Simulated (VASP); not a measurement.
The input files of a VASP run:

KPOINTS:
```
Automatic
0
Gamma
6 6 3
```

**INCAR**
```
SYSTEM = CdSe
PREC = Accurate; ENCUT = 400; LREAL = F
LASPH = T
EDIFF = 1E-8; NELM = 100; ALGO = Normal
LMAXMIX = 4
ISMEAR = 0; SIGMA = 0.05
IBRION = 1; NSW = 30; ISIF = 2
EDIFFG = -0.001
LWAVE = F; LCHARG = F
```

POSCAR:
```
CdSe
1
    2.1255110317    -3.6814928706     0.0000000000
    2.1255110317     3.6814928706     0.0000000000
    0.0000000000     0.0000000000     6.9347776351
Cd Se
2 2
Direct
  0.6666670000   0.3333330000   0.4999997424
  0.3333330000   0.6666670000   0.9999997424
  0.6666670000   0.3333330000   0.8760002576
  0.3333330000   0.6666670000   0.3760002576
```

POTCAR, in this order: Cd Se (LDA.64 set). Program: vasp_std.

Q: Write an equivalent input for Ansatz.

A: One equivalent input (not run):
Ansatz 0.2 input:
```yaml
crystal:
  lattice:
    - [2.1255110, -3.6814929, 0.0000000]
    - [2.1255110, 3.6814929, 0.0000000]
    - [0.0000000, 0.0000000, 6.9347776]
  atoms:
    - { symbol: Cd, position: [0.6666670, 0.3333330, 0.4999997] }
    - { symbol: Cd, position: [0.3333330, 0.6666670, 0.9999997] }
    - { symbol: Se, position: [0.6666670, 0.3333330, 0.8760003] }
    - { symbol: Se, position: [0.3333330, 0.6666670, 0.3760003] }
kpoints:
  mp_grid: { grid: [6, 6, 3] }
hamiltonian:
  xc: lda
  pseudopotentials: { kind: paw }
scf:
  occupations: { method: gaussian, width: 0.05 }
  max_iter: 100
relax:
  max_steps: 30
  f_tol: 0.001
output: { forces: true, stress: true, eigenvalues: true }
```
What does not carry over: each code has its own PAW files, so the cut-off isn't converted (ENCUT is set for VASP's; basis.ecutwfc is left out, and Ansatz then takes the one that its files recommend); Ansatz stops its SCF on the density residual and VASP on the energy change (EDIFF); Ansatz's lda is the Perdew-Wang form, while the LDA potentials of VASP carry Perdew-Zunger's.

The compound is CdSe in the wurtzite structure. This run relaxes the ions in a fixed cell. Symmetry was kept, so distortions that lower it aren't found. The start is the result of an earlier pass.
